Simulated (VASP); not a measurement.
A run of VASP 6.6.1 is set up as follows.

File INCAR:

```
PREC = Accurate
ENCUT = 520
EDIFF = 1E-7
ISMEAR = -1
SIGMA = 0.05
LREAL = F
LASPH = T
NELM = 80
ALGO = Normal
ISIF = 2
LWAVE = F
LCHARG = T
GGA = PE
LELF = T
LVHAR = T
NBANDS = 19
```

File KPOINTS:

```
regular mesh
0
Gamma
  7 7 6
```

The input POSCAR:

```
TaTeI
1.0
    4.7670806500      0.0000000000      0.0000000000
   -2.3835403300      4.1284129500      0.0000000000
    0.0000000000      0.0000000000      4.5870248700
Ta Te I
1 1 1
Direct
    0.0000000000      0.0000000000      0.0000000000
    0.6666666700      0.3333333300      0.5000000000
    0.3333333300      0.6666666700      0.5000000000
```

Potentials or basis: VASP PAW PBE potentials, release 64 (Ta_pv, Te, I).

Launch:

```console
$ cat potpaw_PBE.64/Ta_pv/POTCAR potpaw_PBE.64/Te/POTCAR potpaw_PBE.64/I/POTCAR > POTCAR
$ mpirun -np 1 vasp_std > vasp.out
```

(1) Predict the pressure.

(2) Predict the band gap on the k mesh.

Answers

(1) 4.4 GPa.

(2) none (metal or under the smearing width).
